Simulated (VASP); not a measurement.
The system is Mo.

```
Mo
1.0
    -1.57342    1.57342    1.57342
     1.57342   -1.57342    1.57342
     1.57342    1.57342   -1.57342
Mo
1
Direct
  0.00000 0.00000 0.00000
```

Base run:

- Program: VASP 6.6.1
- Functional: PBE
- Potentials or basis: VASP PAW PBE potentials, release 64 (Mo_sv)
- Cutoff: 520 eV
- k mesh: 8 × 8 × 8
- Occupations: gaussian, width 0.1 eV
- Spin: no spin polarisation

Its results: band gap on the k mesh none (metal or under the smearing width); pressure 4.7 GPa.

Question: The run is repeated on the same cell with these changes: cutoff from 520 eV to 400 eV; k mesh from 8 × 8 × 8 to 14 × 14 × 14. What comes out?

Answer: Band gap on the k mesh none (metal or under the smearing width); pressure 3.8 GPa.
